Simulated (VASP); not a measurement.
Input:

```yaml
crystal:
  lattice:
    - [4.16795, 0.00000, 0.00000]
    - [0.00000, 4.16795, 0.00000]
    - [0.00000, 0.00000, 4.16795]
  atoms:
    - { symbol: Sc, position: [0.00000, 0.00000, 0.00000] }
    - { symbol: Al, position: [0.00000, 0.50000, 0.50000] }
    - { symbol: Al, position: [0.50000, 0.00000, 0.50000] }
    - { symbol: Al, position: [0.50000, 0.50000, 0.00000] }
```

Computed with PBE GGA, VASP's PBE PAW potentials (set 64) (plane waves; VASP 6.6.1). Numerical set-up: 480 eV cut-off, 8×8×8 Γ-centred mesh, first-order Methfessel-Paxton smearing of 0.10 eV, potentials Sc_sv Al.

**Question.** Give the stress tensor in GPa (positive for a compressed cell).

**Answer.** 
```
-3.48   0.00   0.00
 0.00  -3.48   0.00
 0.00   0.00  -3.48
```
The pressure is its mean diagonal, -3.48 GPa.

The compound is Al3Sc in the L1_2 structure. This cell was strained or had an atom moved on purpose.
